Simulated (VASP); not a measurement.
Input for VASP

POSCAR:
```
Os
1
    1.3650000000    -2.3642490000     0.0000000000
    1.3650000000     2.3642490000     0.0000000000
    0.0000000000     0.0000000000     4.3200000000
Os
2
Direct
  0.3667148616   0.7211972263   0.2500000000
  0.6666670000   0.3333330000   0.7500000000
```

**INCAR**
```
SYSTEM = Os
PREC = Accurate
ENCUT = 400
EDIFF = 1E-3
NELM = 100
ALGO = Normal
LREAL = .FALSE.
LASPH = .TRUE.
ISMEAR = 1
SIGMA = 0.1
GGA = PE
LMAXMIX = 6
LWAVE = .FALSE.
LCHARG = .FALSE.
ISIF = 3
IBRION = 2
NSW = 40
EDIFFG = -0.001
```

**KPOINTS**
```
Automatic mesh
0
Gamma
12 12 7
0 0 0
```

POTCAR, in this order: Os (PBE.64 set). Program: vasp_std.

Output

standard output:
```
...
  33 F= -.22503110E+02 E0= -.22503138E+02  d E =-.119426E-04
 curvature:  -0.00 expect dE=-0.152E-06 dE for cont linesearch -0.149E-06
 ZBRENT: accuracy reached
 trial: gam= 0.00000 g(F)=  0.407E-06 g(S)=  0.132E-03 ort =-0.166E-03 (trialstep = 0.305E+00)
 search vector abs. value=  0.132E-03
 bond charge predicted
       N       E                     dE             d eps       ncg     rms          rms(c)
DAV:   1    -0.225031621397E+02   -0.51617E-04   -0.13463E-03  7104   0.314E-01    0.900E-02
DAV:   2    -0.225031200325E+02    0.42107E-04   -0.38276E-05  3552   0.697E-02
  34 F= -.22503120E+02 E0= -.22503145E+02  d E =-.100211E-04
 trial-energy change:   -0.000010  1 .order   -0.000034   -0.000040   -0.000029
 step:   1.0474(harm=  1.0474)  dis= 0.00009  next Energy=   -22.503179 (dE=-0.692E-04)
 bond charge predicted
       N       E                     dE             d eps       ncg     rms          rms(c)
DAV:   1    -0.225031422365E+02    0.19903E-04   -0.71816E-03  7104   0.729E-01    0.225E-01
DAV:   2    -0.225028923339E+02    0.24990E-03   -0.24068E-04  4756   0.170E-01
  35 F= -.22502892E+02 E0= -.22502911E+02  d E =0.217678E-03
 curvature:  -0.52 expect dE=-0.126E-03 dE for cont linesearch -0.123E-03
 ZBRENT: interpolating
 opt :   0.5624  next Energy=   -22.503132 (dE=-0.221E-04)
 bond charge predicted
       N       E                     dE             d eps       ncg     rms          rms(c)
DAV:   1    -0.225031791028E+02   -0.36866E-04   -0.52700E-03  7104   0.599E-01    0.136E-01
DAV:   2    -0.225030800418E+02    0.99061E-04   -0.10928E-04  3588   0.113E-01
  36 F= -.22503080E+02 E0= -.22503109E+02  d E =0.299696E-04
 curvature:  -0.05 expect dE=-0.127E-03 dE for cont linesearch -0.126E-03
 ZBRENT: interpolating
 opt :   0.3410  next Energy=   -22.503122 (dE=-0.117E-04)
 bond charge predicted
       N       E                     dE             d eps       ncg     rms          rms(c)
DAV:   1    -0.225031314705E+02    0.47632E-04   -0.33806E-04  7104   0.169E-01    0.747E-02
DAV:   2    -0.225031092760E+02    0.22195E-04   -0.21148E-05  3552   0.531E-02
  37 F= -.22503109E+02 E0= -.22503138E+02  d E =0.735476E-06
 curvature:  -0.00 expect dE=-0.341E-06 dE for cont linesearch -0.339E-06
 ZBRENT: interpolating
 opt :   0.3145  next Energy=   -22.503120 (dE=-0.105E-04)
 bond charge predicted
       N       E                     dE             d eps       ncg     rms          rms(c)
DAV:   1    -0.225031095209E+02    0.21950E-04   -0.55933E-06  3552   0.167E-02    0.114E-02
DAV:   2    -0.225031097478E+02   -0.22694E-06   -0.15570E-06  3552   0.106E-02
  38 F= -.22503110E+02 E0= -.22503137E+02  d E =0.263605E-06
 curvature:  -0.00 expect dE=-0.776E-07 dE for cont linesearch -0.768E-07
 ZBRENT: accuracy reached
 trial: gam= 0.00000 g(F)=  0.184E-06 g(S)=  0.828E-04 ort =-0.104E-03 (trialstep = 0.307E+00)
 search vector abs. value=  0.829E-04
 bond charge predicted
       N       E                     dE             d eps       ncg     rms          rms(c)
DAV:   1    -0.225031423905E+02   -0.32870E-04   -0.85115E-04  7104   0.250E-01    0.717E-02
DAV:   2    -0.225031188612E+02    0.23529E-04   -0.24005E-05  3552   0.554E-02
  39 F= -.22503119E+02 E0= -.22503148E+02  d E =-.911340E-05
 trial-energy change:   -0.000009  1 .order   -0.000021   -0.000025   -0.000018
 step:   0.9853(harm=  0.9853)  dis= 0.00006  next Energy=   -22.503151 (dE=-0.409E-04)
 bond charge predicted
       N       E                     dE             d eps       ncg     rms          rms(c)
DAV:   1    -0.225031251412E+02    0.17249E-04   -0.37116E-03  7104   0.526E-01    0.165E-01
DAV:   2    -0.225030007064E+02    0.12443E-03   -0.11947E-04  3588   0.123E-01
  40 F= -.22503001E+02 E0= -.22503034E+02  d E =0.109041E-03
 curvature:  -0.49 expect dE=-0.582E-04 dE for cont linesearch -0.568E-04
 ZBRENT: interpolating
 opt :   0.5570  next Energy=   -22.503126 (dE=-0.163E-04)
```

**OUTCAR**
```
------------------------ aborting loop because EDIFF is reached ----------------------------------------
  FORCE on cell =-STRESS in cart. coord.  units (eV):
  Direction    XX          YY          ZZ          XY          YZ          ZX
  --------------------------------------------------------------------------------------
  Total        0.0335916      0.0339271      0.0511602     -0.0001387      0.0000000      0.0000000
  in kB        1.8900407      1.9089159      2.8785375     -0.0078033      0.0000000      0.0000000
  external PRESSURE =       2.2258314 kB  Pullay stress =       0.0000000 kB
  volume of cell :       28.48
      direct lattice vectors                 reciprocal lattice vectors
     1.375742570 -2.382859689  0.000000000     0.363439085 -0.209832489  0.000000000
     1.375753601  2.382865647  0.000000000     0.363438176  0.209830806  0.000000000
     0.000000000  0.000000000  4.343130033     0.000000000  0.000000000  0.230248690
 POSITION                                       TOTAL-FORCE (eV/Angst)
 -----------------------------------------------------------------------------------
      1.43622      0.81949      1.08578         0.000063      0.000093      0.000000
      1.43622     -0.76909      3.25735        -0.000063     -0.000093      0.000000
 -----------------------------------------------------------------------------------
    total drift:                               -0.000003      0.000005      0.000000
  FREE ENERGIE OF THE ION-ELECTRON SYSTEM (eV)
  ---------------------------------------------------
  free  energy   TOTEN  =       -22.5030007064 eV

  energy  without entropy=      -22.5031014153  energy(sigma->0) =      -22.50303428
```
(Selected blocks of OUTCAR.)

### Question
From input and log, find the fault in this run and mend it.

### Answer
The cause: EDIFF is too loose for the force threshold. The run did not converge; its last values are not results. Against the sound run, the energy per atom (σ→0) is nearly the same; the pressure increases by 0.22 GPa; the largest force is nearly the same. To mend it, set EDIFF = 1E-7.

The mended run (PBE GGA, plane waves, VASP's PBE PAW potentials (set 64)) converges, and its OSZICAR ends with
```
  14 F= -.22503119E+02 E0= -.22503147E+02  d E =-.186413E-06
```

The compound is Os in the hcp structure. In the starting cell atoms are displaced from their ideal sites.
